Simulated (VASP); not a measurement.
Output of a VASP run:

### OSZICAR
```
       N       E                     dE             d eps       ncg     rms          rms(c)
DAV:   1    -0.238484320855E+01   -0.23848E+01   -0.66803E+02  1230   0.238E+02
DAV:   2    -0.410049995048E+01   -0.17157E+01   -0.14221E+01  1355   0.262E+01
DAV:   3    -0.411371715695E+01   -0.13217E-01   -0.13197E-01  1345   0.272E+00
DAV:   4    -0.411376290123E+01   -0.45744E-04   -0.45745E-04  1410   0.162E-01
DAV:   5    -0.411376319749E+01   -0.29626E-06   -0.29551E-06  1350   0.103E-02    0.144E+00
DAV:   6    -0.409628846015E+01    0.17475E-01   -0.21496E-03  1240   0.305E-01    0.818E-01
DAV:   7    -0.408448471905E+01    0.11804E-01   -0.58914E-03  1240   0.486E-01    0.174E-01
DAV:   8    -0.408447014637E+01    0.14573E-04   -0.31746E-05  1365   0.583E-02    0.139E-02
DAV:   9    -0.408446936997E+01    0.77640E-06   -0.51621E-07  1230   0.514E-03
   1 F= -.40844694E+01 E0= -.40845669E+01  d E =-.408447E+01
```

### OUTCAR
```
------------------------ aborting loop because EDIFF is reached ----------------------------------------
  FORCE on cell =-STRESS in cart. coord.  units (eV):
  Direction    XX          YY          ZZ          XY          YZ          ZX
  --------------------------------------------------------------------------------------
  Total       -0.0000266     -0.0000266     -0.0000266      0.0000000      0.0000000      0.0000000
  in kB       -0.0026392     -0.0026392     -0.0026392      0.0000000      0.0000000      0.0000000
  external PRESSURE =      -0.0026392 kB  Pullay stress =       0.0000000 kB
  volume of cell :       16.14
      direct lattice vectors                 reciprocal lattice vectors
     0.000000000  2.005780661  2.005780661    -0.249279500  0.249279500  0.249279500
     2.005780661  0.000000000  2.005780661     0.249279500 -0.249279500  0.249279500
     2.005780661  2.005780661  0.000000000     0.249279500  0.249279500 -0.249279500
 POSITION                                       TOTAL-FORCE (eV/Angst)
 -----------------------------------------------------------------------------------
      0.00000      0.00000      0.00000         0.000000     -0.000000      0.000000
 -----------------------------------------------------------------------------------
    total drift:                                0.000000      0.000000     -0.000000
  FREE ENERGIE OF THE ION-ELECTRON SYSTEM (eV)
  ---------------------------------------------------
  free  energy   TOTEN  =        -4.0844693700 eV

  energy  without entropy=       -4.0847619611  energy(sigma->0) =       -4.08456690

 reached required accuracy - stopping structural energy minimisation
```
(Selected blocks of OUTCAR.)

### POSCAR
```
Al
1
    0.0000000000     2.0057806613     2.0057806613
    2.0057806613    -0.0000000000     2.0057806613
    2.0057806613     2.0057806613     0.0000000000
Al
1
Direct
  0.0000000000   0.0000000000   0.0000000000
```

Task: Write an INCAR and KPOINTS that could have produced this output.

Result: One answer among several that fit: the input of the run itself, PBEsol GGA, plane waves, VASP's PBE PAW potentials (set 64).

INCAR:
```
! general
SYSTEM = Al
PREC   = Accurate
ENCUT  = 400
LREAL  = .FALSE.
LASPH  = .TRUE.

! electronic loop
EDIFF  = 1E-6
NELM   = 100
ALGO   = Normal

! smearing
ISMEAR = 1
SIGMA  = 0.1

! functional
GGA    = PS

! ions
IBRION = 2
NSW    = 60
ISIF   = 3
EDIFFG = -0.01

! output
LWAVE  = .FALSE.
LCHARG = .FALSE.
```

### KPOINTS
```
Automatic mesh
0
Gamma
14 14 14
0 0 0
```

POTCAR, in this order: Al (PBE.64 set). Program: vasp_std.

The compound is Al in the fcc structure. It was relaxed first. The start is the result of an earlier pass.
